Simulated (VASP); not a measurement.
An input for Quantum ESPRESSO's pw.x (written as the equivalent of a VASP run, and not itself run):

```
&CONTROL
  calculation = 'scf'
  pseudo_dir = './pseudo'
  outdir = './out'
  tprnfor = .true.
  tstress = .true.
/
&SYSTEM
  ibrav = 0
  nat = 8
  ntyp = 2
  ecutwfc = 88
  occupations = 'smearing'
  smearing = 'methfessel-paxton'
  degauss = 0.003675
  input_dft = 'pbesol'
/
&ELECTRONS
  conv_thr = 7.3e-08
  electron_maxstep = 100
/
ATOMIC_SPECIES
  Be 9.012 Be.upf
  Se 78.971 Se.upf
CELL_PARAMETERS angstrom
     3.6542850    0.0000000    0.0000000
    -3.6542850    3.6542850    0.0000000
     0.0000000    0.0000000   19.0439000
ATOMIC_POSITIONS crystal
  Be   0.0114310 -0.0106540  0.4689560
  Be   0.0280590  0.5058160  0.3252700
  Be  -0.0049940 -0.0138060  0.7352780
  Be  -0.0149940  0.5054370  0.6066310
  Se   0.4982610 -0.0110190  0.2632460
  Se   0.4758120  0.4658060  0.4002230
  Se   0.5244300  0.0568450  0.5332020
  Se   0.4819940  0.5015760  0.6672050
K_POINTS automatic
  7 5 1 0 0 0
```

Question: Translate this input to VASP (INCAR, KPOINTS, POSCAR, choice of POTCAR).

Answer: This is not unique; one that fits is 
File KPOINTS:
```
Automatic mesh
0
Gamma
7 5 1
0 0 0
```

**INCAR**
```
! general
SYSTEM  = BeSe
PREC    = Accurate
ENCUT   = 300
LREAL   = .False.
LASPH   = .True.

! electronic loop
EDIFF   = 1E-6
NELM    = 100
ALGO    = Normal
LMAXMIX = 4

! smearing
ISMEAR  = 1
SIGMA   = 0.05

! functional
GGA     = PS

! ions
ISIF    = 2

! output
LWAVE   = .False.
LCHARG  = .False.
```

### POSCAR
```
BeSe
38.08780
  0.0959437143   0.0000000000   0.0000000000
 -0.0959437143   0.0959437143   0.0000000000
  0.0000000000   0.0000000000   0.5000000000
Be Se
4 4
Cartesian
  0.0021189169  -0.0010221843   0.2344780000
 -0.0458377811   0.0485298658   0.1626350000
  0.0008454560  -0.0013245989   0.3676390000
 -0.0499320832   0.0484935031   0.3033155000
  0.0488622148  -0.0010572038   0.1316230000
  0.0009600128   0.0446911578   0.2001115000
  0.0448618416   0.0054539204   0.2666010000
 -0.0018787698   0.0481230644   0.3336025000
```

POTCAR, in this order: Be Se (PBE.64 set). Program: vasp_std.

The two are equivalent in intent, not identical: the potentials are each code's own (VASP's PAW set, PseudoDojo norm-conserving files in pw.x), so ENCUT and ecutwfc are chosen apart and not converted; conv_thr bounds pw.x's estimated SCF error, while EDIFF bounds the energy change between steps.

The cell is a sheet with vacuum, built from a database entry that may be metastable or hypothetical.
